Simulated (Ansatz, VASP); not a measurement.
**BaP₄Pd₂ (I4/mmm, 7 atoms in the cell) computed with different codes at matched settings**

Self-consistent single point.

```
Ba(P2Pd)2
1.0
   -3.42191     3.42191     2.98690
    3.42191    -3.42191     2.98690
    3.42191     3.42191    -2.98690
Ba P Pd
1 4 2
Direct
  0.00000   0.00000   0.00000
  0.27381   0.50000   0.77381
  0.72619   0.50000   0.22619
  0.50000   0.72619   0.22619
  0.50000   0.27381   0.77381
  0.75000   0.25000   0.50000
  0.25000   0.75000   0.50000
```

Shared settings, as Ansatz (a quantum-chemistry and plane-wave program) writes them: kpoints.mp_grid.grid = 6 6 6; magnetization.spin_orbit = true; scf.occupations.method = fermi_dirac; scf.occupations.width = 0.136 eV. Potentials and cutoffs stand in the table.

```json
[
 {"code": "VASP", "model": "LDA (PZ), spin-orbit coupling, VASP's LDA PAW potentials (set 64)", "pressure (GPa)": "-4.57", "largest force (eV/Å)": "0.396", "cutoff": "300 eV"},
 {"code": "Ansatz", "model": "LDA (PW92) with spin-orbit coupling, default PAW files made with PBE", "pressure (GPa)": "-4.84", "largest force (eV/Å)": "0.435", "cutoff": "default"}
]
```

The spread over the programs that give each value: pressure within 0.27 GPa; largest force within 0.039 eV/Å.

Ansatz's pressure is given at a fixed set of plane waves, as the other plane-wave codes print theirs; with its correction for the finite basis it is -4.81 GPa. The same LDA comes in different parametrisations, which differ slightly.

VASP's run is marked for a possible Pulay error in its stress at this cutoff; no cutoff test was made.

The starting cell comes from a database of computed structures (which also holds hypothetical and non-ambient phases and stackings), without a prior relaxation at this level.

Keys are those of Ansatz 0.2.
